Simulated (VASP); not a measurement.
An input for Quantum ESPRESSO's pw.x (written as the equivalent of a VASP run, and not itself run):

```
&CONTROL
  calculation = 'scf'
  pseudo_dir = './pseudo'
  outdir = './out'
  tprnfor = .true.
  tstress = .true.
/
&SYSTEM
  ibrav = 0
  nat = 2
  ntyp = 1
  ecutwfc = 88
  occupations = 'tetrahedra'
  input_dft = 'pz'
/
&ELECTRONS
  conv_thr = 7.3e-09
  electron_maxstep = 100
/
ATOMIC_SPECIES
  Be 9.012 Be.upf
CELL_PARAMETERS angstrom
     1.1166048   -1.9340160    0.0000000
     1.1166048    1.9340160   -0.0000000
    -0.0000000   -0.0000000    3.5090069
ATOMIC_POSITIONS crystal
  Be   0.3333330  0.6666670  0.2500000
  Be   0.6666670  0.3333330  0.7500000
K_POINTS automatic
  21 21 12 0 0 0
```

Write the VASP files for the same calculation (LDA).

One answer among several that fit: 
File POSCAR:
```
Be
1
    1.1166047665    -1.9340160257     0.0000000000
    1.1166047665     1.9340160257    -0.0000000000
   -0.0000000000    -0.0000000000     3.5090069100
Be
2
Direct
  0.3333330000   0.6666670000   0.2500000000
  0.6666670000   0.3333330000   0.7500000000
```

### KPOINTS
```
Automatic mesh
0
Gamma
21 21 12
0 0 0
```

**INCAR**
```
# general
SYSTEM = Be
PREC   = Accurate
ENCUT  = 520
LREAL  = F   # projection in real space or not
LASPH  = T   # aspherical one-centre terms

# electronic loop
EDIFF  = 1E-7   # SCF stop (eV)
NELM   = 100   # most electronic steps
ALGO   = Normal   # blocked Davidson

# smearing
ISMEAR = -5   # tetrahedra, Bloechl

# ions
ISIF   = 2

# output
LWAVE  = F
LCHARG = T
LORBIT = 11   # lm-projected
NEDOS  = 601   # DOS grid
```

POTCAR, in this order: Be (LDA.64 set). Program: vasp_std.

What does not carry over: the potentials are each code's own (VASP's PAW set, PseudoDojo norm-conserving files in pw.x), so ENCUT and ecutwfc are chosen apart and not converted; conv_thr bounds pw.x's estimated SCF error, while EDIFF bounds the energy change between steps.

The compound is Be in the hcp structure. It was relaxed first, which changed the volume by -7 %.
